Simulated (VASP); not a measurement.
```xyz
8
Lattice="3.1500 0.0000 0.0000 0.0000 3.1500 0.0000 0.0000 0.0000 21.0251" Properties=species:S:1:pos:R:3 pbc="T T T"
Zn     1.7071     1.6738     5.0707
Zn     1.5276     1.4904     8.0965
Zn     1.5753     1.6167    11.3161
Zn     1.6510     1.5215    14.4076
Au    -0.0919    -0.0755     6.6552
Au    -0.1187     0.0765     9.7946
Au    -0.0015    -0.0030    12.8104
Au     0.0513    -0.0004    15.9493
```

The numbers are results of PBEsol GGA, VASP's PBE PAW potentials (set 64) (plane waves; VASP), not measurements. Run with 300 eV cut-off, 5×5×1 Γ-centred mesh, first-order Methfessel-Paxton smearing of 0.20 eV, potentials Zn Au.

At this cut-off the stress carries a Pulay error, which pulls relaxed volumes low. The cell holds a wide vacuum, so values per volume refer to the whole cell.

Task: Which forces act on the atoms, in eV/Å?

Result: 
```json
[
 {"atom": "Zn1", "Fx": "-0.396", "Fy": "-0.332", "Fz": "0.304"},
 {"atom": "Zn2", "Fx": "-0.198", "Fy": "0.184", "Fz": "0.466"},
 {"atom": "Zn3", "Fx": "-0.248", "Fy": "-0.029", "Fz": "-0.086"},
 {"atom": "Zn4", "Fx": "-0.189", "Fy": "0.182", "Fz": "0.369"},
 {"atom": "Au5", "Fx": "0.530", "Fy": "0.278", "Fz": "-0.465"},
 {"atom": "Au6", "Fx": "0.310", "Fy": "-0.176", "Fz": "-0.243"},
 {"atom": "Au7", "Fx": "0.134", "Fy": "-0.024", "Fz": "0.171"},
 {"atom": "Au8", "Fx": "0.056", "Fy": "-0.083", "Fz": "-0.517"}
]
```

Task: Give the stress tensor in GPa (positive for a compressed cell).

Result: 
```
-2.14   0.17   0.05
 0.17  -2.07   0.47
 0.05   0.47  -1.72
```
The pressure is its mean diagonal, -1.98 GPa.

The cell is a sheet with vacuum, built from a database entry that may be metastable or hypothetical.
